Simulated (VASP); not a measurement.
The system is Zn4Te3O.

```
Zn Te O
1.0
     5.05484    0.00000    0.00000
    -2.52742    4.37762    0.00000
     0.00000    0.00000    9.04136
Zn Te O
4 3 1
Direct
  0.33333 0.66667 0.00811
  0.66667 0.33333 0.00811
  0.33333 0.66667 0.24322
  0.66667 0.33333 0.24322
  0.33333 0.66667 0.75690
  0.66667 0.33333 0.75690
  0.00000 0.00000 0.51136
  0.00000 0.00000 0.97014
```

The cell was built by a generator and needn't be a form met in nature.

| Item | Value |
| --- | --- |
| Program | VASP 6.6.1 |
| Task | relaxation of cell and atoms |
| Functional | PBE |
| Potentials or basis | VASP PAW PBE potentials, release 64 (Zn, Te, O) |
| Cutoff | 520 eV |
| k mesh | 3 × 3 × 2 |
| Occupations | gaussian, width 0.15 eV |
| Spin | no spin polarisation |

At the start: pressure 5.5 GPa; volume 25.01 Å³/atom.

Task: How do energy, volume and symmetry change on relaxing?

Result: Over 23 steps the energy falls by 423.3 meV/atom and the volume is 23.86 Å³/atom (-4.6 %); space group P6mm (No. 183, to 0.05 Å).

The path:
| step | energy change (eV) | largest force (eV/Å) | pressure (GPa) | volume (Å³) |
| --- | --- | --- | --- | --- |
| 1 | 0.0000 | 3.8094 | 5.49 | 200.07 |
| 2 | -1.5402 | 0.8936 | -4.13 | 224.01 |
| 3 | -1.7721 | 1.0457 | -2.76 | 215.47 |
| 4 | -2.0763 | 1.2483 | -1.08 | 203.88 |
| 5 | -2.2130 | 1.3875 | 0.70 | 194.09 |
| 6 | -2.2266 | 1.4281 | 1.65 | 190.09 |
| 7 | -2.4742 | 1.3581 | 1.01 | 187.94 |
| 8 | -2.9573 | 0.9204 | 1.67 | 181.46 |
| 9 | -2.7440 | 0.8926 | 4.92 | 168.32 |
| 10 | -3.0393 | 1.0193 | 2.84 | 175.96 |
| 11 | -3.1631 | 0.3265 | -1.96 | 192.75 |
| 12 | -3.2209 | 0.3499 | -0.71 | 186.29 |
| 13 | -3.2659 | 0.2445 | 0.30 | 183.24 |
| 14 | -3.2688 | 0.2396 | 0.05 | 182.74 |
| 15 | -3.2701 | 0.2274 | 0.30 | 181.74 |
| 16 | -3.2704 | 0.2293 | 0.16 | 181.99 |
| 17 | -3.2864 | 0.2112 | 0.38 | 182.50 |
| 18 | -3.3272 | 0.1812 | 0.12 | 184.00 |
| 19 | -3.3694 | 0.1409 | 0.56 | 186.93 |
| 20 | -3.3819 | 0.1033 | 0.10 | 189.52 |
| 21 | -3.3836 | 0.0739 | -0.42 | 191.47 |
| 22 | -3.3838 | 0.0819 | -0.32 | 190.94 |
| 23 | -3.3865 | 0.0508 | -0.02 | 190.88 |

Final structure:
```yaml
crystal:
  lattice:
    - [4.88284, 0.00000, 0.00000]
    - [-2.44142, 4.22866, 0.00000]
    - [0.00000, 0.00000, 9.24431]
  atoms:
    - { symbol: Zn, position: [0.33333, 0.66667, 0.02944] }
    - { symbol: Zn, position: [0.66667, 0.33333, 0.02944] }
    - { symbol: Zn, position: [0.33333, 0.66667, 0.30016] }
    - { symbol: Zn, position: [0.66667, 0.33333, 0.30016] }
    - { symbol: Te, position: [0.33333, 0.66667, 0.74417] }
    - { symbol: Te, position: [0.66667, 0.33333, 0.74417] }
    - { symbol: Te, position: [0.00000, 0.00000, 0.40379] }
    - { symbol: O, position: [0.00000, 0.00000, 0.94663] }
```

Caveat: the k mesh is coarse (spacing up to 0.48 Å⁻¹), so the values aren't converged.
